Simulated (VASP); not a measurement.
Consider the following.

```
YN
1.0
    0.00000     2.43303     2.43303
    2.43303     0.00000     2.43303
    2.43303     2.43303     0.00000
Y N
1 1
Direct
  0.00000   0.00000   0.00000
  0.50000   0.50000   0.50000
```

Method: vdW-DF-cx, VASP's PBE PAW potentials (set 64) (plane waves; VASP 6.6.1). Numerical set-up: 520 eV cut-off, Gaussian smearing of 0.050 eV, potentials Y_sv N.

Problem. Estimate the band gap (along the path) with the smallest direct gap where there is one.

Solution. 
The band gap (along the path) comes out as 0.13 eV and the smallest direct gap (along the path) comes out as 0.51 eV.

The compound is YN in the rock salt structure. It was relaxed first.
